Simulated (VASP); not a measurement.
Level of theory: PBE GGA, VASP's PBE PAW potentials (set 64) (plane waves; VASP 6.6.1).

The input files of a VASP run:

**INCAR**
```
SYSTEM = NaCl
PREC = Accurate; ENCUT = 480; LREAL = .FALSE.
LASPH = .TRUE.
EDIFF = 1E-7; NELM = 100; ALGO = Normal
ISMEAR = 0; SIGMA = 0.05
GGA = PE
ISIF = 2
LWAVE = .FALSE.; LCHARG = .FALSE.
```

### POSCAR
```
NaCl
1
    0.0000000000     2.8536529522     2.8536529522
    2.8536529522     0.0000000000     2.8536529522
    2.8536529522     2.8536529522     0.0000000000
Na Cl
1 1
Direct
  0.0000000000   0.0000000000   0.0000000000
  0.5000000000   0.5000000000   0.5000000000
```

File KPOINTS:
```
K-points
0
gamma
 8 8 8
```

POTCAR, in this order: Na_pv Cl (PBE.64 set). Program: vasp_std.

Output

**OSZICAR**
```
       N       E                     dE             d eps       ncg     rms          rms(c)
DAV:   1     0.890946054798E+02    0.89095E+02   -0.70339E+03   644   0.121E+03
DAV:   2     0.814053056332E+00   -0.88281E+02   -0.82590E+02   754   0.263E+02
DAV:   3    -0.683298948064E+01   -0.76470E+01   -0.76074E+01   773   0.785E+01
DAV:   4    -0.697953643242E+01   -0.14655E+00   -0.14642E+00   724   0.125E+01
DAV:   5    -0.698311927957E+01   -0.35828E-02   -0.35826E-02   862   0.185E+00    0.214E+00
DAV:   6    -0.678329526049E+01    0.19982E+00   -0.40878E-01   728   0.419E+00    0.161E+00
DAV:   7    -0.677137956704E+01    0.11916E-01   -0.92324E-02   774   0.201E+00    0.108E+00
DAV:   8    -0.677733904766E+01   -0.59595E-02   -0.10220E-02   653   0.106E+00    0.249E-01
DAV:   9    -0.677728862443E+01    0.50423E-04   -0.19514E-04   773   0.135E-01    0.140E-01
DAV:  10    -0.677745475797E+01   -0.16613E-03   -0.35723E-04   659   0.162E-01    0.548E-02
DAV:  11    -0.677744600990E+01    0.87481E-05   -0.19846E-05   761   0.425E-02    0.114E-02
DAV:  12    -0.677744634981E+01   -0.33991E-06   -0.17748E-06   668   0.136E-02    0.126E-03
DAV:  13    -0.677744676574E+01   -0.41593E-06   -0.25312E-07   677   0.386E-03    0.175E-03
DAV:  14    -0.677744663015E+01    0.13559E-06   -0.22320E-08   442   0.965E-04    0.462E-04
DAV:  15    -0.677744663306E+01   -0.29156E-08   -0.10977E-09   355   0.408E-04
   1 F= -.67774466E+01 E0= -.67774466E+01  d E =-.239277E-17
```

File OUTCAR:
```
------------------------ aborting loop because EDIFF is reached ----------------------------------------
  FORCE on cell =-STRESS in cart. coord.  units (eV):
  Direction    XX          YY          ZZ          XY          YZ          ZX
  --------------------------------------------------------------------------------------
  Total       -0.0658597     -0.0658597     -0.0658597      0.0000000      0.0000000      0.0000000
  in kB       -2.2703722     -2.2703722     -2.2703722      0.0000000      0.0000000      0.0000000
  external PRESSURE =      -2.2703722 kB  Pullay stress =       0.0000000 kB
  volume of cell :       46.48
      direct lattice vectors                 reciprocal lattice vectors
     0.000000000  2.853652952  2.853652952    -0.175214018  0.175214018  0.175214018
     2.853652952  0.000000000  2.853652952     0.175214018 -0.175214018  0.175214018
     2.853652952  2.853652952  0.000000000     0.175214018  0.175214018 -0.175214018
  FREE ENERGIE OF THE ION-ELECTRON SYSTEM (eV)
  ---------------------------------------------------
  free  energy   TOTEN  =        -6.7774466331 eV

  energy  without entropy=       -6.7774466331  energy(sigma->0) =       -6.77744663
```
(Selected blocks of OUTCAR.)

The compound is NaCl in the rock salt structure. This cell was strained or had an atom moved on purpose.
